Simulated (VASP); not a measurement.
Data:

```
CELL_PARAMETERS angstrom
      3.87358     0.00000     0.00000
     -1.93679     3.35462     0.00000
      0.00000     0.00000     6.70877
ATOMIC_POSITIONS crystal
  Na 0.00000 0.00000 0.00000
  Na 0.00000 0.00000 0.50000
  Cl 0.33333 0.66667 0.25000
  Cl 0.66667 0.33333 0.75000
```

All values below come from r2SCAN meta-GGA, VASP's PBE PAW potentials (set 64) (plane waves; VASP). Numerical set-up: 400 eV cut-off, 7×7×4 Γ-centred mesh, tetrahedra with Blöchl corrections, potentials Na_pv Cl.

Q: Predict the energy per atom (σ→0), band gap (over mesh and band path) with the smallest direct gap where there is one.

A: 
```yaml
band gap (over mesh and band path): 5.94 eV
smallest direct gap (over mesh and band path): 5.94 eV
energy per atom (σ→0): -6.867 eV/atom
```

Total energies compare only between runs with the same potentials, cut-off and functional.

The structure was generated: NaCl was put into the NiAs type (P6_3/mmc), which need not be its known phase. It was relaxed first, which changed the volume by -7 %.
